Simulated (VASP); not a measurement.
Runs of VASP 6.6.1 on ZnGa3Bi. It takes space group Pm-3m (No. 221, cubic). Conventional cell: a = 4.711 Å, b = 4.711 Å, c = 4.711 Å, α = 90.00°, β = 90.00°, γ = 90.00°. Zn (site symmetry m-3m) has 6 Ga at 2.36 Å as nearest neighbours. Ga (site symmetry 4/mmm) is surrounded by 2 Zn at 2.36 Å. Around Bi (site symmetry m-3m) lie 12 Ga at 3.33 Å. The cell was built by a generator and needn't be a form met in nature.

```tsv
task	level	potentials or basis	cell	cutoff (eV)	smearing	gap on the mesh (eV)	pressure (GPa)	relaxed volume (Å³/atom)
electric field gradients	rev-vdW-DF2	VASP PAW PBE potentials, release 54 (Zn, Ga_d, Bi_d)	as given	520	gaussian 0.1 eV	none	6.8	-
relaxation of cell and atoms	PBE	VASP PAW PBE potentials, release 64 (Zn, Ga_d, Bi_d)	relaxed	600	methfessel-paxton 0.1 eV	none	0.1	(a)
relaxation of cell and atoms	r2SCAN	VASP PAW PBE potentials, release 64 (Zn, Ga_d, Bi_d)	relaxed	600	methfessel-paxton 0.1 eV	none	0.0	23.02
single point	PBE	VASP PAW PBE potentials, release 64 (Zn, Ga_d, Bi_d)	as given	520	fermi-dirac 0.05 eV	none	8.0	-
```

Alike in all rows: no spin polarisation; k mesh 6 × 6 × 6.

Question: Fill in the values left out.

Answer: (a) 23.87.

Caveats: spin-orbit coupling is left out, which moves the levels of the heavy elements; the PAW data sets were made with another functional, which shifts forces and pressure a little (some runs).

A k mesh can miss the band edges, and the runs leave out spin-orbit coupling on Bi, Ga.

A gap of «none» marks a metal or a gap under the smearing width.
